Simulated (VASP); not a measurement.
Given:

```xyz
2
Lattice="0.0000 2.4455 2.4455 2.4455 0.0000 2.4455 2.4455 2.4455 0.0000" Properties=species:S:1:pos:R:3 pbc="T T T"
Y      0.0000     0.0000     0.0000
N      2.4455     2.4455     2.4455
```

Method: SCAN meta-GGA, VASP's PBE PAW potentials (set 64) (plane waves; VASP). Settings: 520 eV cut-off, 10×10×10 Γ-centred mesh, tetrahedra with Blöchl corrections, potentials Y_sv N.

Task: Give the energies of bands 6 to 11 at the high-symmetry points, in eV from the valence-band maximum.

Result: 
| band | Γ | X | U | L | W |
|---|---|---|---|---|---|
| 6 | 0.00 | -1.55 | -2.17 | -4.05 | -2.17 |
| 7 | 0.00 | -0.41 | -1.62 | -2.28 | -1.55 |
| 8 | 0.00 | -0.41 | -1.34 | -2.28 | -1.55 |
| 9 | 3.58 | 0.59 | 2.87 | 6.24 | 4.46 |
| 10 | 3.58 | 7.36 | 6.80 | 6.89 | 4.46 |
| 11 | 3.58 | 7.80 | 7.55 | 6.89 | 7.84 |

The gap is indirect, 0.59 eV, from the valence maximum at Γ to the conduction minimum at X.

The compound is YN in the rock salt structure. It was relaxed first.
